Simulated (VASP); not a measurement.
The input files of a VASP run:

File POSCAR:
```
SiRh
4.9715880
  0.9132661439   0.0000000000  -0.0064136543
  0.0000000000   0.9134288757   0.0000000000
 -0.4763780483   0.0000000000   0.9999999353
Si Rh
4 4
Cartesian
  0.6909150954   0.5920955671   0.0587654293
 -0.2540269998   0.3213333085   0.9348208516
 -0.0158379756   0.1353811293   0.4348208840
  0.4527260712   0.7780477464   0.5587653970
 -0.0183855443   0.5897514491   0.6126985759
  0.4552736399   0.3236774265   0.3808877050
  0.2170846157   0.1330370113   0.8808876726
  0.2198034799   0.7803918644   0.1126986083
```

**INCAR**
```
SYSTEM = SiRh
PREC = Accurate; ENCUT = 400; LREAL = .FALSE.
LASPH = .TRUE.
EDIFF = 1E-7; NELM = 100; ALGO = Normal
LMAXMIX = 4
ISMEAR = -5
ISIF = 2
LWAVE = .FALSE.; LCHARG = .TRUE.; LORBIT = 11
NEDOS = 601
LEFG = .TRUE.
```

**KPOINTS**
```
Automatic mesh
0
Gamma
9 9 7
0 0 0
```

POTCAR, in this order: Si Rh_pv (LDA.64 set). Program: vasp_std.

### Question
Translate this LDA calculation to Quantum ESPRESSO's pw.x.

### Answer
One equivalent input (not run):
```
&CONTROL
  calculation = 'scf'
  pseudo_dir = './pseudo'
  outdir = './out'
  tprnfor = .true.
  tstress = .true.
/
&SYSTEM
  ibrav = 0
  nat = 8
  ntyp = 2
  ecutwfc = 88
  occupations = 'tetrahedra'
  input_dft = 'pz'
/
&ELECTRONS
  conv_thr = 7.3e-09
  electron_maxstep = 100
/
ATOMIC_SPECIES
  Si 28.085 Si.upf
  Rh 102.906 Rh.upf
CELL_PARAMETERS angstrom
     4.5403830    0.0000000   -0.0318860
     0.0000000    4.5411920    0.0000000
    -2.3683554    0.0000000    4.9715877
ATOMIC_POSITIONS crystal
  Si   0.7898276  0.6482120  0.0638311
  Si   0.2101724  0.3517880  0.9361689
  Si   0.2101724  0.1482120  0.4361689
  Si   0.7898276  0.8517880  0.5638311
  Rh   0.3004695  0.6456457  0.6146257
  Rh   0.6995305  0.3543543  0.3853743
  Rh   0.6995305  0.1456457  0.8853743
  Rh   0.3004695  0.8543543  0.1146257
K_POINTS automatic
  9 9 7 0 0 0
```
The two are equivalent in intent, not identical: the potentials are each code's own (VASP's PAW set, PseudoDojo norm-conserving files in pw.x), so ENCUT and ecutwfc are chosen apart and not converted; conv_thr bounds pw.x's estimated SCF error, while EDIFF bounds the energy change between steps; the field gradients of LEFG aren't asked of the other code.

The structure comes from a computed database's SiRh entry (P2_1/c); how it stands against other phases isn't given here. It was relaxed first.
